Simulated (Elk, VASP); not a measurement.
An input for Elk (LDA (PW92), all-electron FP-LAPW, Elk's shipped species files, APW+lo basis with extra local orbitals):

```
tasks
  0

rgkmax
  7.5

gmaxvr
  14.0

nxlo
  2

lorbcnd
  .true.

rmtscf
  0.9

lmaxi
  2

stype
  0

swidth
  0.00367493

maxscl
  100

scale
  6.583541257

avec
    1.0000000000    0.0000000000    0.0000000000
    0.0000000000    1.0000000000    0.0000000000
    0.0000000000    0.0000000000    1.8142290448

atoms
  2
  'Hf.in'
  2
  0.0000000000  0.5000000000  0.8515800000    0.0 0.0 0.0
  0.5000000000  0.0000000000  0.1484200000    0.0 0.0 0.0
  'Au.in'
  2
  0.0000000000  0.5000000000  0.3714300000    0.0 0.0 0.0
  0.5000000000  0.0000000000  0.6285700000    0.0 0.0 0.0

ngridk
  8 8 4
```

Translate it to VASP.

One set of files that does it:

File POSCAR:
```
HfAu
1
    3.4838600000     0.0000000000     0.0000000000
    0.0000000000     3.4838600000     0.0000000000
    0.0000000000     0.0000000000     6.3205200000
Hf Au
2 2
Direct
  0.0000000000   0.5000000000   0.8515800000
  0.5000000000   0.0000000000   0.1484200000
  0.0000000000   0.5000000000   0.3714300000
  0.5000000000   0.0000000000   0.6285700000
```

**INCAR**
```
ALGO = Normal
EDIFF = 1E-6
ENCUT = 300
ISIF = 2
ISMEAR = 0
LASPH = .TRUE.
LCHARG = .FALSE.
LMAXMIX = 6
LREAL = .FALSE.
LWAVE = .FALSE.
NELM = 100
PREC = Accurate
SIGMA = 0.1
SYSTEM = HfAu
```

KPOINTS:
```
Automatic mesh
0
Gamma
8 8 4
0 0 0
```

POTCAR, in this order: Hf_pv Au (LDA.64 set). Program: vasp_std.

Both inputs were run and reached self-consistency, which says nothing on mesh or cut-off. Potentials, basis and cut-offs are each code's own, so they don't translate, and total energies aren't comparable.

VASP also gives the stress here, which the Elk input doesn't ask for.

VASP's LDA is the Perdew-Zunger fit; the other code's may be Perdew-Wang, which differs slightly.

The structure comes from a computed database's HfAu entry (P4/nmm); how it stands against other phases isn't given here. The cell was not relaxed at this level, and it may have been scaled.
